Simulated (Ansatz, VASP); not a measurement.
**BiB: VASP beside Ansatz**

```xyz
2
Lattice="0.0000 2.6024 2.6024 2.6024 0.0000 2.6024 2.6024 2.6024 0.0000" Properties=species:S:1:pos:R:3 pbc="T T T"
B     0.0000    0.0000    0.0000
Bi    2.6024    2.6024    2.6024
```

Change from the starting cell: functional lda, volume scaled by 0.96.

Alike in both runs: task single point; functional LDA; k mesh 12 × 12 × 12; occupations fermi-dirac, width 0.05 eV; no spin polarisation.

|  | VASP | Ansatz |
| --- | --- | --- |
| version | VASP 6.6.1 | Ansatz 0.2.0 |
| potentials or method | VASP PAW LDA potentials, release 64 (B, Bi_d), cutoff 520 eV | all-electron LAPW, scalar-relativistic |

```csv
,VASP,Ansatz,Ansatz less VASP
pressure (GPa),-1.9,-1.9,-0.01
```

Ansatz ran all-electron here, so the differences hold the error of VASP's frozen core and of both bases.
